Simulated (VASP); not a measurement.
Here is the system:

```xyz
8
Lattice="-2.7333 2.7333 5.4241 2.7333 -2.7333 5.4241 2.7333 2.7333 -5.4241" Properties=species:S:1:pos:R:3 pbc="T T T"
Ga     0.0000     0.0000     5.4241
Ga     2.7333     0.0000     2.7120
Cu     0.0000     0.0000     0.0000
Cu     0.0000     2.7333     2.7120
Se     1.4127     1.3667     6.7801
Se     4.1000     1.3206    -1.3560
Se     1.3206     1.3667     1.3560
Se    -1.3667     1.4127     4.0681
```

These are PBEsol GGA, VASP's PBE PAW potentials (set 64) (plane waves; VASP) values and carry that method's errors. Run with 500 eV cut-off, 6×6×6 Γ-centred mesh, Gaussian smearing of 0.050 eV, potentials Ga_d Cu Se.

Energy and stress use the plane-wave basis of the starting cell.

The ions, cell shape and volume at an external pressure of 10.0 GPa are relaxed. Which structure does the run end with?

```xyz
8
Lattice="-2.6908 2.6908 5.3403 2.6908 -2.6908 5.3403 2.6908 2.6908 -5.3403" Properties=species:S:1:pos:R:3 pbc="T T T"
Ga     0.0000     0.0000     5.3403
Ga     2.6908     0.0000     2.6702
Cu     0.0000     0.0000     0.0000
Cu     0.0000     2.6908     2.6702
Se     1.3925     1.3454     6.6754
Se     4.0362     1.2983    -1.3351
Se     1.2983     1.3454     1.3351
Se    -1.3454     1.3925     4.0052
```
Space group I-42d (122), at a tolerance of 0.03 Å.

How do energy and volume change from the first to the last step?

The energy (σ→0) changes by +42.3 meV/atom and the volume by -4.6 %, in 5 ionic steps.

The compound is CuGaSe2 in the chalcopyrite structure. This run relaxes it under an external pressure of 10 GPa. Symmetry was kept, so distortions that lower it aren't found.
